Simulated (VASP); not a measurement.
Method: PBE GGA, VASP's PBE PAW potentials (set 64) (plane waves; VASP).

VASP input:

File KPOINTS:
```
Automatic mesh
0
Gamma
  12 12 12
0 0 0
```

INCAR:
```
! general
SYSTEM   =  Ca
PREC     =  Accurate
ENCUT    =  500
LREAL    =  .FALSE.
LASPH    =  .TRUE.

! electronic loop
EDIFF    =  1E-6
NELM     =  100
ALGO     =  Normal

! smearing
ISMEAR   =  1
SIGMA    =  0.1

! functional
GGA      =  PE

! ions
IBRION   =  2
NSW      =  40
ISIF     =  3
EDIFFG   =  -0.02
PSTRESS  =  100

! output
LWAVE    =  .FALSE.
LCHARG   =  .FALSE.
```

**POSCAR**
```
Ca
1.0
  0.0000000000   2.5734032278   2.5734032278
  2.5734032278   0.0000000000   2.5734032278
  2.5734032278   2.5734032278   0.0000000000
Ca
1
Direct
  1.0000000000   1.0000000000   0.0000000000
```

POTCAR, in this order: Ca_sv (PBE.64 set). Program: vasp_std.

Output

**OSZICAR**
```
       N       E                     dE             d eps       ncg     rms          rms(c)
DAV:   1     0.637947857461E+02    0.63795E+02   -0.52143E+03  1296   0.101E+03
DAV:   2    -0.502464059234E+00   -0.64297E+02   -0.64122E+02  1333   0.235E+02
DAV:   3    -0.181191213145E+01   -0.13094E+01   -0.12982E+01  2056   0.346E+01
DAV:   4    -0.183866101245E+01   -0.26749E-01   -0.26734E-01  1706   0.421E+00
DAV:   5    -0.183937423736E+01   -0.71322E-03   -0.71295E-03  2239   0.446E-01    0.202E+00
DAV:   6    -0.182143403933E+01    0.17940E-01   -0.15066E-02  1554   0.150E+00    0.123E+00
DAV:   7    -0.181485914484E+01    0.65749E-02   -0.19163E-02  1711   0.183E+00    0.107E-01
DAV:   8    -0.181441224346E+01    0.44690E-03   -0.22320E-03  1505   0.501E-01    0.234E-02
DAV:   9    -0.181442196956E+01   -0.97261E-05   -0.91073E-05  1965   0.931E-02    0.963E-03
DAV:  10    -0.181442264694E+01   -0.67738E-06   -0.37605E-06  1703   0.217E-02
   1 F= 0.31294690E+00 E0= 0.31287417E+00  d E =0.312947E+00
       N       E                     dE             d eps       ncg     rms          rms(c)
DAV:   1    -0.366222587154E+01   -0.18478E+01   -0.57449E+01  1490   0.870E+01    0.921E+00
DAV:   2    -0.182566366050E+01    0.18366E+01   -0.42024E+00  1306   0.264E+01    0.403E+00
DAV:   3    -0.150225529751E+01    0.32341E+00   -0.23981E+00  1835   0.145E+01    0.876E-01
DAV:   4    -0.152955911347E+01   -0.27304E-01   -0.10110E-01  1465   0.373E+00    0.471E-01
DAV:   5    -0.156671157444E+01   -0.37152E-01   -0.81290E-02  1890   0.114E+00    0.334E-01
DAV:   6    -0.156867152285E+01   -0.19599E-02   -0.52195E-03  2165   0.449E-01    0.934E-02
DAV:   7    -0.156836626303E+01    0.30526E-03   -0.72520E-04  2000   0.200E-01    0.389E-02
DAV:   8    -0.156849615484E+01   -0.12989E-03   -0.30869E-04  2104   0.113E-01    0.696E-03
DAV:   9    -0.156849643132E+01   -0.27648E-06   -0.66909E-06  2027   0.187E-02
   2 F= 0.24762917E+00 E0= 0.24747331E+00  d E =-.653177E-01
       N       E                     dE             d eps       ncg     rms          rms(c)
DAV:   1    -0.169609843337E+01   -0.12760E+00   -0.20593E+00  1491   0.176E+01    0.167E+00
DAV:   2    -0.163711222274E+01    0.58986E-01   -0.18472E-01  1491   0.514E+00    0.785E-01
DAV:   3    -0.162481669168E+01    0.12296E-01   -0.96999E-02  1826   0.277E+00    0.268E-01
DAV:   4    -0.162553009403E+01   -0.71340E-03   -0.33805E-03  1367   0.740E-01    0.148E-01
DAV:   5    -0.162720234375E+01   -0.16722E-02   -0.37494E-03  1920   0.335E-01    0.360E-02
DAV:   6    -0.162717805482E+01    0.24289E-04   -0.62099E-05  1925   0.614E-02    0.778E-03
DAV:   7    -0.162718143316E+01   -0.33783E-05   -0.45612E-05  1784   0.287E-02    0.102E-02
DAV:   8    -0.162718592473E+01   -0.44916E-05   -0.45305E-06  1919   0.198E-02    0.279E-03
DAV:   9    -0.162718619141E+01   -0.26668E-06   -0.69577E-08   668   0.364E-03
   3 F= 0.24361053E+00 E0= 0.24339085E+00  d E =-.693364E-01
```

OUTCAR:
```
------------------------ aborting loop because EDIFF is reached ----------------------------------------
  FORCE on cell =-STRESS in cart. coord.  units (eV):
  Direction    XX          YY          ZZ          XY          YZ          ZX
  --------------------------------------------------------------------------------------
  Total        1.8758639      1.8758639      1.8758639      0.0000000      0.0000000     -0.0000000
  in kB      100.2708576    100.2708576    100.2708576      0.0000000      0.0000000     -0.0000000
  external PRESSURE =       0.2708576 kB  Pullay stress =     100.0000000 kB
  volume of cell :       29.97
      direct lattice vectors                 reciprocal lattice vectors
    -0.000000000  2.465485176  2.465485176    -0.202799840  0.202799840  0.202799840
     2.465485176 -0.000000000  2.465485176     0.202799840 -0.202799840  0.202799840
     2.465485176  2.465485176 -0.000000000     0.202799840  0.202799840 -0.202799840
 POSITION                                       TOTAL-FORCE (eV/Angst)
 -----------------------------------------------------------------------------------
      0.00000      0.00000      0.00000         0.000000      0.000000     -0.000000
 -----------------------------------------------------------------------------------
    total drift:                               -0.000000     -0.000000     -0.000000
  FREE ENERGIE OF THE ION-ELECTRON SYSTEM (eV)
  ---------------------------------------------------
  free  energy   TOTEN  =        -1.6271861914 eV

  energy  without entropy=       -1.6278452439  energy(sigma->0) =       -1.62740588
  enthalpy is  TOTEN    =         0.2436105295 eV   P V=        1.8707967209

 reached required accuracy - stopping structural energy minimisation
```
(Selected blocks of OUTCAR.)

### CONTCAR
```
Ca
   1.00000000000000
    -0.0000000000000000    2.4654851757138867    2.4654851757138867
     2.4654851757138867   -0.0000000000000000    2.4654851757138867
     2.4654851757138867    2.4654851757138867   -0.0000000000000000
  Ca
     1
Direct
     0.0000000000000000    0.0000000000000000    0.0000000000000000
```

Energy and stress use the plane-wave basis of the starting cell.

The compound is Ca in the fcc structure. This run relaxes it under an external pressure of 10 GPa. Symmetry was kept, so distortions that lower it aren't found.
